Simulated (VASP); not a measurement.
# LiTi in VASP: further runs, part 2 of 2

VASP 6.6.1. The steps go on from the part before.

**4. Relaxation of the atoms, PBE+rVV10**

INCAR

```
SYSTEM = LiTi
PREC = Accurate
ENCUT = 520
EDIFF = 1E-7
ISMEAR = -1
SIGMA = 0.05
LREAL = .FALSE.
LASPH = .TRUE.
NELM = 60
ALGO = Normal
ISIF = 2
LWAVE = .FALSE.
LCHARG = .FALSE.
LDIPOL = .TRUE.
IDIPOL = 3
DIPOL = 0.5 0.5 0.294
GGA = PE
LUSE_VDW = .TRUE.
IVDW_NL = 2
BPARAM = 10.0
CPARAM = 0.0093
IBRION = 2
NSW = 40
EDIFFG = -0.01
```

KPOINTS

```
regular mesh
0
G
  7 7 1
  0 0 0
```

POSCAR

```
LiTi
1.0
    3.6389800000      0.0000000000      0.0000000000
    0.0000000000      3.6389800000      0.0000000000
    0.0000000000      0.0000000000     23.8000000000
Li Ti
1 1
Selective dynamics
Direct
    0.0000000000      0.0000000000      0.2941200000  F F F
    0.5000000000      0.5000000000      0.2941200000  T T T
```

Potentials or basis: VASP PAW PBE potentials, release 64 (Li_sv, Ti_sv).

Run with:

```console
$ cat potpaw_PBE.64/Li_sv/POTCAR potpaw_PBE.64/Ti_sv/POTCAR > POTCAR
$ mpirun -np 1 vasp_std > vasp.out
```

OUTCAR:

```text
SYSTEM = LiTi
   PREC = Accurate
   ENCUT = 520
   EDIFF = 1E-7
   ISMEAR = -1
   LREAL = .FALSE.
   LASPH = .TRUE.
   NELM = 60
   ISIF = 2
   GGA = PE
   IVDW_NL = 2
   BPARAM = 10.0
   IBRION = 2
   NSW = 40
   EDIFFG = -0.01

 ion  position               nearest neighbor table
   1  0.000  0.000  0.294-   2 2.57   2 2.57   2 2.57   2 2.57
   2  0.500  0.500  0.294-   1 2.57   1 2.57   1 2.57   1 2.57

  LATTYP: Found a simple tetragonal cell.
 ALAT       =     3.6389800000
 C/A-ratio  =     6.5402942583

  Lattice vectors:

 A1 = (   3.6389800000,   0.0000000000,   0.0000000000)
 A2 = (   0.0000000000,   3.6389800000,   0.0000000000)
 A3 = (   0.0000000000,   0.0000000000,  23.8000000000)

Analysis of symmetry for initial positions (statically):
=====================================================================
 Subroutine PRICEL returns:
 Original cell was already a primitive cell.

 Routine SETGRP: Setting up the symmetry group for a
 simple tetragonal supercell.

 Subroutine GETGRP returns: Found 16 space group operations
 (whereof  8 operations were pure point group operations)
 out of a pool of 16 trial point group operations.

The static configuration has the point symmetry C_4v.
 The point group associated with its full space group is D_4h.

Analysis of symmetry for dynamics (positions and initial velocities):
=====================================================================
 Subroutine PRICEL returns:
 Original cell was already a primitive cell.

 Routine SETGRP: Setting up the symmetry group for a
 simple tetragonal supercell.

 Subroutine GETGRP returns: Found 16 space group operations
 (whereof  8 operations were pure point group operations)
 out of a pool of 16 trial point group operations.

The dynamic configuration has the point symmetry C_4v.
[... 134 lines left out ...]
 non-spin polarized calculation
  energy-cutoff  :      520.00
  volume of cell :      315.16
 maximum number of plane-waves:      8534
 NGX is ok and might be reduce to    28
   NGX = 13   NGY = 13   NGZ = 89

 dipolmoment           0.000000      0.000000     -0.000003 electrons x Angstroem

 number of electron      14.9999992 magnetization

 dipolmoment           0.000000      0.000000      0.000000 electrons x Angstroem

 Free energy of the ion-electron system (eV)
  ---------------------------------------------------
  ext. energy  EPLUGINS =         0.00000000
  ---------------------------------------------------
  free energy    TOTEN  =        -4.71215752 eV

  energy without entropy =       -4.65159342  energy(sigma->0) =       -4.68187547

 E-fermi :  -3.0806     XC(G=0):  -1.8266

 val. band max:       -3.0941855874   @ k =   0.1429   0.0000   0.0000
 cond. band min:      -3.0147660799   @ k =   0.4286   0.0000   0.0000
 fundamental gap:      0.0794195074
 Fermi energy:        -3.0806262665

 k-point     1 :       0.0000    0.0000    0.0000
  band No.  band energies     occupation
      1     -60.4608      2.00000
      2     -49.0069      2.00000
      3     -37.0315      2.00000
      4     -36.5506      2.00000
      5     -36.5506      2.00000
      6      -6.2305      2.00000
      7      -3.3972      1.99645
      8      -2.9485      0.13288
      9      -2.8155      0.00991
     10      -2.2060      0.00000
     11      -2.2060      0.00000
[... 113 lines left out ...]
 k-point    10 :       0.4286    0.4286    0.0000
  band No.  band energies     occupation
      1     -60.4565      2.00000
      2     -49.0061      2.00000
      3     -37.0260      2.00000
      4     -36.5819      2.00000
      5     -36.5815      2.00000
      6      -3.4156      1.99754
      7      -2.9683      0.19125
      8      -2.8960      0.04865
      9      -2.6450      0.00033
     10      -2.3784      0.00000
     11      -2.2882      0.00000

------------------------ aborting loop because EDIFF is reached ----------------------------------------

 vacuum level on the upper side and lower side of the slab       (xc-potential included)         0.026         0.029

  FORCE on cell =-STRESS in cart. coord.  units (eV):
  Direction    XX          YY          ZZ          XY          YZ          ZX
  --------------------------------------------------------------------------------------
  -------------------------------------------------------------------------------------
  Total       -0.1350282     -0.1350282     -0.0263283      0.0000000      0.0000000     -0.0000000
  in kB       -0.6864340     -0.6864340     -0.1338435      0.0000000      0.0000000     -0.0000000
  external PRESSURE =      -0.5022372 kB  Pullay stress =       0.0000000 kB

 VOLUME and BASIS-vectors are now :
 -----------------------------------------------------------------------------
  energy-cutoff  :      520.00
  volume of cell :      315.16
      direct lattice vectors                 reciprocal lattice vectors
     3.638980000  0.000000000  0.000000000     0.274802280  0.000000000  0.000000000
     0.000000000  3.638980000  0.000000000     0.000000000  0.274802280  0.000000000
     0.000000000  0.000000000 23.800000000     0.000000000  0.000000000  0.042016807

 POSITION                                       TOTAL-FORCE (eV/Angst)
 -----------------------------------------------------------------------------------
      0.00000      0.00000      7.00006         0.000000      0.000000      0.000000
      1.81949      1.81949      7.00006         0.000000      0.000000      0.000000
 -----------------------------------------------------------------------------------
    total drift:                                0.000000      0.000000      0.000054

  FREE ENERGIE OF THE ION-ELECTRON SYSTEM (eV)
  ---------------------------------------------------
  free  energy   TOTEN  =        -4.7121575164 eV

  energy  without entropy=       -4.6515934193  energy(sigma->0) =       -4.68187547

 reached required accuracy - stopping structural energy minimisation

 vacuum level on the upper side and lower side of the slab         1.102         1.104
```

CONTCAR:

```text
LiTi
   1.00000000000000
     3.6389800000000001    0.0000000000000000    0.0000000000000000
     0.0000000000000000    3.6389800000000001    0.0000000000000000
     0.0000000000000000    0.0000000000000000   23.8000000000000007
  Li              Ti
     1     1
Selective dynamics
Direct
     0.0000000000000000    0.0000000000000000    0.2941199999999995   F   F   F
     0.5000000000000000    0.5000000000000000    0.2941199999999995   T   T   T

  0.00000000E+00  0.00000000E+00  0.00000000E+00
  0.00000000E+00  0.00000000E+00  0.00000000E+00
```

Run time: 4.9 min. Hardware: 1 thread of Intel Xeon Platinum 8375C at 2.90GHz (Ice Lake), shared host; peak memory 0.84 GiB.

What came out:

* Free energy: -4.7122 eV
* Band gap on the k mesh: none (metal or under the smearing width)

Final structure:
```yaml
crystal:
  lattice:
    - [3.63898, 0.00000, 0.00000]
    - [0.00000, 3.63898, 0.00000]
    - [0.00000, 0.00000, 23.80000]
  atoms:
    - { symbol: Li, position: [0.00000, 0.00000, 0.29412] }
    - { symbol: Ti, position: [0.50000, 0.50000, 0.29412] }
```

Caveat: the cutoff is under 1.25 times the usual one of these potentials, so pressure, stress and relaxed cells hold a basis-set (Pulay) error; the relaxation stopped at its first step, so nothing moved.

**5. Summary**

```csv
level,gap on the mesh (eV)
PBE+TS-HI,none
PBE+dDsC,none
PBE+rVV10,none
```

Alike in all rows: task relaxation of the atoms; potentials or basis VASP PAW PBE potentials, release 64 (Li_sv, Ti_sv); no spin polarisation; cell atoms relaxed; k mesh 7 × 7 × 1; cutoff (eV) 520; smearing fermi-dirac 0.05 eV.

Caveats: the cutoff is under 1.25 times the usual one of these potentials, so pressure, stress and relaxed cells hold a basis-set (Pulay) error; the relaxation stopped at its first step, so nothing moved.

Total energies depend on the potentials used, so only differences within one code and one set of settings carry meaning.
